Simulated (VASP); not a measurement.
Consider the following.

```xyz
2
Lattice="2.9046 0.0000 0.0000 0.0000 2.9046 0.0000 0.0000 0.0000 2.9046" Properties=species:S:1:pos:R:3 pbc="T T T"
Al     1.4523     1.4523     1.4523
Fe     0.0000     0.0000     0.0000
```

All values below come from vdW-DF-cx, VASP's PBE PAW potentials (set 64) (plane waves; VASP). Numerical set-up: 520 eV cut-off, 13×13×13 Γ-centred mesh, first-order Methfessel-Paxton smearing of 0.10 eV, potentials Al Fe.

Give the stress tensor in GPa (positive for a compressed cell).

```
-9.78   0.00   0.00
 0.00  -9.78   0.00
 0.00   0.00  -9.78
```
The pressure is its mean diagonal, -9.78 GPa.

The compound is FeAl in the CsCl type structure. This cell is one point of a volume scan, at 1.06 of the reference volume. The run is not spin-polarised, so no magnetic state was tried. The electron count is odd and the run is not spin-polarised, which forces a metal.
